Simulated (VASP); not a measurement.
# Shielding tensors and field gradients of Al2O3 (Corundum)

What are the shielding tensors of Al2O3 (Corundum)? The cell has space group R-3c. The start is a cell from a database of measured crystal structures.

Main program and level: VASP 6.6.1; PBE; plane waves and PAW (Al, O), in the first sound run; inputs show where later runs differ.

Most raw output is cut from this account.

### Step 1. The starting structure

The structure is trigonal, space group R-3c (No. 167). The conventional cell has a = 4.760 Å, b = 4.760 Å, c = 12.996 Å, α = 90.00°, β = 90.00°, γ = 120.00°. Nearest to Al lie 6 O at 1.85 to 1.97 Å. Nearest to O lie 4 Al at 1.85 to 1.97 Å. Farther neighbours and most contacts between anions are not listed.

Structure file:

```xyz
10
Lattice="2.3803 1.3742 4.3319 -2.3803 1.3742 4.3319 0.0000 -2.7485 4.3319" Properties=species:S:1:pos:R:3 pbc="T T T"
Al    0.0000    0.0000   11.0743
Al    0.0000    0.0000    8.4191
Al    0.0000    0.0000    1.9213
Al    0.0000    0.0000    4.5765
O    -1.6503   -0.1099    5.4148
O     0.7300    1.4841    5.4148
O     0.9203   -1.3742    5.4148
O     1.6503    0.1099    7.5808
O    -0.7300   -1.4841    7.5808
O    -0.9203    1.3742    7.5808
```

### Step 2. Ground state

The next steps need an insulator, so the gap is checked first.

INCAR

```
SYSTEM = Al2O3
PREC = Accurate
ENCUT = 520
EDIFF = 1E-07
NELM = 100
ISMEAR = 0
SIGMA = 0.01
LREAL = .FALSE.
ALGO = Normal
GGA = PE
NBANDS = 34
LORBIT = 11
LWAVE = .FALSE.
LCHARG = .FALSE.
KPAR = 4
```

POSCAR

```
Al2O3
1.0
    2.3802500000      1.3742379782      4.3318666667
   -2.3802500000      1.3742379782      4.3318666667
    0.0000000000     -2.7484759565      4.3318666667
Al O
4 6
Direct
    0.8521600000      0.8521600000      0.8521600000
    0.6478400000      0.6478400000      0.6478400000
    0.1478400000      0.1478400000      0.1478400000
    0.3521600000      0.3521600000      0.3521600000
    0.0566800000      0.7500000000      0.4433200000
    0.7500000000      0.4433200000      0.0566800000
    0.4433200000      0.0566800000      0.7500000000
    0.9433200000      0.2500000000      0.5566800000
    0.2500000000      0.5566800000      0.9433200000
    0.5566800000      0.9433200000      0.2500000000
```

KPOINTS

```
Automatic mesh
0
Gamma
5 5 5
0 0 0
```

The projector-augmented-wave data sets are Al and O (PBE family, release 64).

Started as:

```sh
mpirun -np 4 vasp_std
```

Elapsed: 24 s, on 4 MPI ranks of AMD EPYC 7R43, shared host; peak memory 0.86 GiB; 90 s of CPU time.

The gap is read on the k-mesh alone, so it is an upper bound where the band edges lie off the mesh.

Numbers from this step:

```
free energy (TOTEN)            : -74.7515 eV
Fermi energy                   : 6.199 eV
pressure                       : 7.190 GPa
gap on the k-mesh              : 6.215 eV
least direct gap on the k-mesh : 6.215 eV
```

The cell has a gap of 6.21 eV on this mesh and a pressure of +7.2 GPa, which holds the misfit of the given cell and coordinates with this functional, and any error of cutoff, mesh and data sets.

### Step 3. Shielding tensors

This step: chemical shifts by linear response (GIPAW), PBE; plane waves and PAW (Al, O) (VASP 6.6.1).

LCHIMAG computes the induced currents by linear response. It needs tightly converged orbitals and a cutoff well above the default; LEFG adds the field gradients at no cost.

INCAR

```
SYSTEM = Al2O3
PREC = Accurate
ENCUT = 560
EDIFF = 1E-09
NELM = 100
ISMEAR = 0
SIGMA = 0.01
LREAL = .FALSE.
ALGO = Normal
GGA = PE
NBANDS = 34
LWAVE = .FALSE.
LCHARG = .FALSE.
KPAR = 4
LCHIMAG = .TRUE.
LEFG = .TRUE.
DQ = 0.001
ICHIBARE = 1
LNMR_SYM_RED = .TRUE.
```

POSCAR is that of step 2.

KPOINTS is that of step 2.

Started as:

```sh
mpirun -np 4 vasp_std
```

Run time: 22 min. Hardware: 4 MPI ranks; peak memory 2.5 GiB.

This step gave:

| Item | Value |
| --- | --- |
| free energy (TOTEN) | -74.7589 eV |
| Fermi energy | 6.198 eV |
| pressure | 7.043 GPa |

Valence and core; the G = 0 term is that of a spherical sample. NMR shielding, by row:

```
atom  isotropic shielding (ppm)  span (ppm)     skew  isotropic shielding without the G = 0 term (ppm)
 Al1                      543.1       12.06  -0.9976                                             531.4
 Al2                      543.1       12.06  -0.9976                                             531.4
 Al3                      543.1       12.06  -0.9976                                             531.4
 Al4                      543.1       12.06  -0.9976                                             531.4
  O5                        177       7.737  -0.5177                                             165.3
  O6                        177       7.737  -0.5177                                             165.3
  O7                        177       7.712  -0.5019                                             165.3
  O8                        177       7.737  -0.5177                                             165.3
  O9                        177       7.737  -0.5177                                             165.3
 O10                        177       7.712  -0.5019                                             165.3
```

Ordered as |Vzz| ≥ |Vxx| ≥ |Vyy|, the program's way. Electric field gradients, by row:

```
atom  Vxx (V/Å²)  Vyy (V/Å²)  Vzz (V/Å²)  asymmetry
 Al1      -3.168      -3.168       6.335          0
 Al2      -3.168      -3.168       6.335          0
 Al3      -3.168      -3.168       6.335          0
 Al4      -3.168      -3.168       6.335          0
  O5       28.07       9.386      -37.45      0.499
  O6       28.07       9.386      -37.45      0.499
  O7       28.07       9.386      -37.45      0.499
  O8       28.07       9.386      -37.45      0.499
  O9       28.07       9.386      -37.45      0.499
 O10       28.07       9.386      -37.45      0.499
```

### Step 4. Another functional

This step: chemical shifts by linear response (GIPAW), LDA; plane waves and PAW (Al, O) (VASP 6.6.1).

The functional is changed, to see how much the shieldings depend on it.

INCAR, as its differences from that of step 3:

```diff
@@ -9,3 +9,3 @@
 ALGO = Normal
-GGA = PE
+GGA = CA
 NBANDS = 34
```

POSCAR is that of step 3.

KPOINTS is that of step 3.

Started as:

```sh
mpirun -np 4 vasp_std
```

Run time: 21 min. Hardware: 4 MPI ranks; peak memory 2.5 GiB.

The atoms bear forces, and field gradients depend strongly on their positions. The PAW data sets were made with PBE, though LDA sets exist; this is a small mismatch.

Numbers from this step:

| Item | Value |
| --- | --- |
| free energy (TOTEN) | -83.2037 eV |
| Fermi energy | 5.853 eV |
| pressure | -3.864 GPa |
| gap on the k-mesh | 6.181 eV |
| least direct gap on the k-mesh | 6.181 eV |

Valence and core; the G = 0 term is that of a spherical sample. NMR shielding, by row:

```
atom  isotropic shielding (ppm)  span (ppm)     skew  isotropic shielding without the G = 0 term (ppm)
 Al1                      538.3       12.37  -0.9975                                             526.6
 Al2                      538.3       12.37  -0.9975                                             526.6
 Al3                      538.3       12.37  -0.9975                                             526.6
 Al4                      538.3       12.37  -0.9975                                             526.6
  O5                      165.7       6.375  -0.3759                                               154
  O6                      165.7       6.375  -0.3759                                               154
  O7                      165.7       6.359  -0.3596                                               154
  O8                      165.7       6.375  -0.3759                                               154
  O9                      165.7       6.375  -0.3759                                               154
 O10                      165.7       6.359  -0.3596                                               154
```

Ordered as |Vzz| ≥ |Vxx| ≥ |Vyy|, the program's way. Electric field gradients, by row:

```
atom  Vxx (V/Å²)  Vyy (V/Å²)  Vzz (V/Å²)  asymmetry
 Al1      -3.213      -3.213       6.426          0
 Al2      -3.213      -3.213       6.426          0
 Al3      -3.213      -3.213       6.426          0
 Al4      -3.213      -3.213       6.426          0
  O5       26.97       9.005      -35.97      0.499
  O6       26.97       9.005      -35.97      0.499
  O7       26.97       9.005      -35.97      0.499
  O8       26.97       9.005      -35.97      0.499
  O9       26.97       9.005      -35.97      0.499
 O10       26.97       9.005      -35.97      0.499
```

Against the first shielding run the largest change is -11.3 ppm, on O5.

### Step 5. Summary

This step: chemical shifts by linear response (GIPAW), PBE, LDA; plane waves and PAW (VASP 6.6.1).

Derived from the runs above.

Isotropic shieldings. Cost is wall time times ranks on a shared host. Shieldings by setting:

```
                run  ENCUT (eV)  k mesh  Al1, Wyckoff letter c (ppm)  O5, Wyckoff letter e (ppm)  cost (core minutes)
first shielding run         560   5x5x5                        543.1                         177                87.15
 another functional         560   5x5x5                        538.3                       165.7                82.75
```

### Step 6. Outcome

| Quantity | Value |
| --- | --- |
| Al, isotropic shielding | 543.1 ppm |
| O, isotropic shielding | 177 ppm |

At PBE, in the first shielding run, the isotropic shieldings are Al 543.1 ppm; O 177 ppm. In the first shielding run the widest tensor is that of Al1, with a span (largest less smallest principal value) of 12.1 ppm. The largest field gradient of that run is Vzz = -37.5 V/Å² at O5. Against the first shielding run, the one with another functional moves the shieldings by at most 11 ppm. Shifts were not obtained, since a shift is the shielding of a reference compound, computed alike, less these values. The G = 0 term is the part set by the sample's shape, taken here for a sphere. No finer mesh was run, so convergence in it isn't shown. VASP's guide advises LASPH and NLSPLINE for shieldings, which this input doesn't set; the effect wasn't tested. Where the functional isn't the one that the data sets were made with, the shieldings hold that mismatch too. The cell has space group R-3c. The given cell is kept, although it stands at +7.0 GPa at PBE and ENCUT = 560 eV, which holds the mismatch of the given cell with this functional, any error of the entry itself and any basis-set error.

[Lines on the potential files, build, host, timing and source positions are cut from VASP's logs without a mark.]

[Logs are printed without paths, hosts, clocks, repeated set-up lines and the standing remarks that a program may print on its own settings, such as how far it seeks lower states.]

[Hosts, paths, dates, database ids (printed as entryN), source tags and the programs' standing remarks are cut or masked in the printed files.]
